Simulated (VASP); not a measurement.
Runs of VASP 6.6.1 on Ru. The structure is hexagonal, space group P6_3/mmc (No. 194). Conventional cell: a = 2.708 Å, b = 2.708 Å, c = 4.268 Å, α = 90.00°, β = 90.00°, γ = 120.00°. Ru (site symmetry -6m2) has 12 Ru at 2.65 to 2.71 Å as nearest neighbours. 

```csv
level,potentials or basis,k mesh,cutoff (eV),mesh quality,gap on the mesh (eV),pressure (GPa),relaxed volume (Å³/atom)
RPBE,"VASP PAW PBE potentials, release 64 (Ru_pv)",18 × 18 × 10,600,not flagged,none,0.0,13.96
PBEsol,"VASP PAW PBE potentials, release 64 (Ru)",18 × 18 × 10,580,not flagged,none,0.0,13.23
PBE+D3(BJ),"VASP PAW PBE potentials, release 64 (Ru_pv)",18 × 18 × 10,600,not flagged,none,0.0,(b)
PBEsol,"VASP PAW PBE potentials, release 64 (Ru_pv)",6 × 6 × 4,600,coarse,none,0.0,13.36
PBEsol,"VASP PAW PBE potentials, release 64 (Ru_pv)",18 × 18 × 10,300,not flagged,none,0.0,(a)
LDA,"VASP PAW LDA potentials, release 64 (Ru_pv)",18 × 18 × 10,600,not flagged,none,0.0,(c)
PBE,"VASP PAW PBE potentials, release 64 (Ru_pv)",18 × 18 × 10,600,not flagged,none,0.0,13.76
PBEsol,"VASP PAW PBE potentials, release 64 (Ru_pv)",18 × 18 × 10,600,not flagged,none,0.0,13.32
```

Alike in all rows: task relaxation of cell and atoms; no spin polarisation; cell relaxed; smearing gaussian 0.1 eV.

Q: Fill in the values left out.

A: (a) 13.28; (b) 13.44; (c) 13.12.

Caveats: some runs use coarse meshes; the PAW data sets were made with another functional, which shifts forces and pressure a little (some runs); pairwise dispersion overbinds metals, which lowers pressure and volume (some runs).

A k mesh can miss the band edges, and the runs leave out spin-orbit coupling on Ru.

A gap of «none» marks a metal or a gap under the smearing width.

The runs don't all hold the same shells in valence.
